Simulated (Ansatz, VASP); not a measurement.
# H11C5 in two plane-wave programs, part 2 of 2

Aim: how closely do two programs agree when they are given the same cell, functional and k mesh? The structure shown is frame 267 of Ansatz's trajectory.

VASP 6.6.1 and Ansatz 0.2.0.

So far: The starting structure; Ansatz: dynamics, PBE with D4.

### 3. VASP: single point, PBE with D4

Level of this step: PBE with D4; plane waves and PAW (C, H) (VASP).

The same cell, functional, mesh and smearing now go to VASP, with its own data sets.

Lines of VASP's logs that name or quote its potential files are left out, and so is its time.

INCAR reads:

```
SYSTEM = H11C5
PREC = Accurate
ENCUT = 520
EDIFF = 1E-06
NELM = 120
ISMEAR = -1
SIGMA = 0.05
LREAL = Auto
ALGO = Normal
GGA = PE
IVDW = 13
NBANDS = 112
LORBIT = 11
LWAVE = .FALSE.
LCHARG = .FALSE.
ISIF = 2
LASPH = .TRUE.
GGA_COMPAT = .FALSE.
EFERMI = MIDGAP
NCORE = 2
```

POSCAR reads:

```
H11C5
1.0
    8.3182600000      0.0000000000      0.0000000000
    0.0000000000      8.3182600000      0.0000000000
    0.0000000000      0.0000000000      8.3182600000
C H
20 44
Direct
    0.5550800288      0.2286415669      0.0861838894
    0.6056795532      0.2120515589      0.2563036020
    0.4813747106      0.1738945404      0.3942411033
    0.5669935780      0.2121958198      0.5482636994
    0.4462952589      0.9906711259      0.3867876214
    0.3134068904      0.2479965762      0.3644512194
    0.2788924607      0.4270724887      0.3883865135
    0.2626270398      0.4579323080      0.5787989315
    0.1038919197      0.4618994838      0.3290952675
    0.3891679269      0.5500308959      0.3152582391
    0.2049947946      0.8767097927      0.0404411500
    0.1702519517      0.8802441857      0.8709513769
    0.0106560747      0.9628816603      0.8076929550
    0.0151161421      0.9672527668      0.6272585853
    0.9885601075      0.1413516769      0.8616225028
    0.8707109420      0.8689317237      0.8930233005
    0.7909947513      0.7084294071      0.8621755030
    0.8975915636      0.5555608986      0.8672967664
    0.6570364475      0.6800460673      0.9840158879
    0.7099201035      0.7142238882      0.6872230491
    0.4963898700      0.3480896245      0.0565743317
    0.6647303643      0.2169323873      0.0136927675
    0.4840916249      0.1196884925      0.0659152275
    0.7082971679      0.1182579049      0.2549571665
    0.6694068231      0.3243587000      0.2848432244
    0.5021963728      0.1557777708      0.6431272886
    0.6816930464      0.1506565075      0.5458112634
    0.5911813288      0.3354788141      0.5781978443
    0.5582417477      0.9193268785      0.4027885640
    0.3757877248      0.9526992424      0.4916172373
    0.3849963815      0.9693854244      0.2749733718
    0.2462894884      0.1783425861      0.4555399807
    0.2744804803      0.2110297105      0.2463976841
    0.2353376788      0.5802896279      0.6112696646
    0.3722172666      0.4433018444      0.6501119224
    0.1655394277      0.3778795085      0.6242291056
    0.0873259552      0.5939102649      0.3137074340
    0.0810866696      0.4041229776      0.2134821465
    0.0079103082      0.4240790742      0.4102420458
    0.4996718064      0.5602253356      0.3780237694
    0.4330593177      0.5299545818      0.1981544217
    0.3227117210      0.6553894685      0.3109304109
    0.2039969898      0.9960688894      0.0901029783
    0.1294501494      0.7925695999      0.1058755076
    0.3271237014      0.8327703149      0.0698703815
    0.2700805216      0.9392228663      0.8044350621
    0.1776573466      0.7670835006      0.8017181478
    0.1342516344      0.9347940555      0.5801573887
    0.9311995538      0.8728940908      0.5729082765
    0.9699023594      0.0837242404      0.5907004590
    0.9902671953      0.1396445891      0.9972830856
    0.8653372220      0.1908932878      0.8145934366
    0.0857871718      0.2067619911      0.8055290409
    0.9057423067      0.8646038955      0.0256183385
    0.7774462448      0.9660914662      0.8970145199
    0.9111160267      0.5230300568      0.9906470824
    0.0209539014      0.5835234773      0.8084743684
    0.8226359840      0.4653737681      0.7989531465
    0.6826788295      0.6888580064      0.1153366209
    0.5613794231      0.7566005391      0.9633384867
    0.5995604850      0.5620406191      0.9545265476
    0.7917280777      0.7128173440      0.5872261747
    0.6421054403      0.8215299834      0.6840733519
    0.6177373633      0.6044533352      0.6768963702
```

KPOINTS reads:

```
Automatic mesh
0
Gamma
1 1 1
0 0 0
```

The projector-augmented-wave data sets are C and H (PBE family, release 64).

Launch:

```sh
mpirun -np 8 vasp_gam
```

Numbers of over 12 decimals in the logs are rounded to 6 here.

Output:

```text
[banner, memory and clock lines left out]
running    8 mpi-ranks, on    1 nodes
[...]
LDA part: xc-table for (Slater+PW92), standard interpolation
 POSCAR, INCAR and KPOINTS ok, starting setup
[...]
entering main loop
       N       E                     dE             d eps       ncg     rms          rms(c)
DAV:   1     0.699355084647E+03    0.69936E+03   -0.60985E+04   224   0.100E+03
DAV:   2    -0.285320242221E+03   -0.98468E+03   -0.91391E+03   280   0.231E+02
DAV:   3    -0.375429724501E+03   -0.90109E+02   -0.89319E+02   288   0.707E+01
DAV:   4    -0.377593633516E+03   -0.21639E+01   -0.21597E+01   288   0.125E+01
[...]
DAV:  14    -0.341487039550E+03    0.18378E-04   -0.12893E-04   272   0.326E-02    0.152E-02
DAV:  15    -0.341487030860E+03    0.86901E-05   -0.25805E-05   264   0.146E-02    0.610E-03
DAV:  16    -0.341487030457E+03    0.40304E-06   -0.27284E-06   272   0.567E-03
   1 F= -.34430387E+03 E0= -.34430387E+03  d E =0.000000E+00
```

OUTCAR, selected parts (step 3):

```text
  Edisp (eV):   -2.81684

  Total       2.38506     1.58447     6.79683    -2.24910     2.58992     0.99834
  in kB       6.63915     4.41060    18.91992    -6.26068     7.20942     2.77903
  external pressure =        9.99 kB  Pullay stress =        0.00 kB

 POSITION                                       TOTAL-FORCE (eV/Angst)
 -----------------------------------------------------------------------------------
      4.61730      1.90190      0.71690        -0.521223      0.046642     -0.770470
      5.03820      1.76390      2.13200         1.766732      0.010614      1.210710
      4.00420      1.44650      3.27940         0.725157     -0.236922     -2.037047
      4.71640      1.76510      4.56060         0.158301     -0.529446      0.002199
      3.71240      8.24066      3.21740         1.263687      0.413171      1.102429
      2.60700      2.06290      3.03160         0.665857      0.089810      1.327767
      2.31990      3.55250      3.23070        -1.614285     -0.145972      2.123069
      2.18460      3.80920      4.81460         0.288208     -0.632382     -0.698469
      0.86420      3.84220      2.73750         0.319282      0.488540     -0.389778
      3.23720      4.57530      2.62240         0.409430     -1.391793      0.383070
      1.70520      7.29270      0.33640         1.070147     -1.058899      1.712943
      1.41620      7.32210      7.24480         0.226005      1.025144     -3.959459
      0.08864      8.00950      6.71860         0.145792     -0.943759      1.557473
      0.12574      8.04586      5.21770        -1.205290     -2.003995     -1.033089
[...]
-----------------------------------------------------------------------------------
    total drift:                                0.004944     -0.020695      0.016044

  FREE ENERGIE OF THE ION-ELECTRON SYSTEM (eV)
  ---------------------------------------------------
  free  energy   TOTEN  =      -344.3038702631 eV

  energy  without entropy=     -344.3038702631  energy(sigma->0) =     -344.30387026

[... 3 further parts left out ...]
[key lines of the parts left out:]
E-fermi :  -0.1298
```

The run ends at a pressure of 1.00 GPa, with forces up to 4.1 eV/Å.

### 4. Comparison

Known differences besides the potentials themselves: the cutoff is 420 eV in Ansatz and 520 eV in VASP (PREC = Accurate, projectors in real space). Total energies have different zeros and are not compared.

Forces on 10 of the 64 atoms, those with the largest forces and the largest differences (eV/Å; atoms numbered as in POSCAR):

| atom | Ansatz x, y, z | VASP x, y, z |
| --- | --- | --- |
| C2 | 1.783, 0.019, 1.185 | 1.767, 0.011, 1.211 |
| C7 | -1.612, -0.146, 2.116 | -1.614, -0.146, 2.123 |
| C11 | 1.073, -1.070, 1.687 | 1.070, -1.059, 1.713 |
| C12 | 0.245, 1.026, -3.953 | 0.226, 1.025, -3.959 |
| C14 | -1.209, -2.007, -1.025 | -1.205, -2.004, -1.033 |
| C16 | -0.340, 1.786, 1.940 | -0.328, 1.788, 1.939 |
| C18 | 0.477, 1.204, -1.929 | 0.495, 1.191, -1.928 |
| C20 | -1.230, -2.596, 1.918 | -1.228, -2.598, 1.916 |
| H25 | 0.078, 0.100, 0.418 | 0.092, 0.124, 0.424 |
| H60 | -1.785, 1.964, -0.366 | -1.799, 1.973, -0.368 |

The forces differ by 12 meV/Å r.m.s., which is 1.4 % of the r.m.s. force of 0.893 eV/Å (both taken over all components).

### 5. Summary of results

```json
{"r.m.s. force difference (single point, PBE with D4)": "1.4 % of the r.m.s. force"}
```

What this shows: The r.m.s. force difference is 1.4 % of the r.m.s. force (single point, PBE with D4), within the 3 % picked in this series as the mark of a large difference. 2 further runs of this series are not shown here. How closely two codes agree says nothing of how well the functional describes the real material.

[Lines on the potential files, build, host, timing and source positions are cut from VASP's logs without a mark.]

[Logs are printed without paths, hosts, clocks, repeated set-up lines and the standing remarks that a program may print on its own settings, such as how far it seeks lower states.]

[Hosts, paths, dates, database ids (printed as entryN), source tags and the programs' standing remarks are cut or masked in the printed files.]
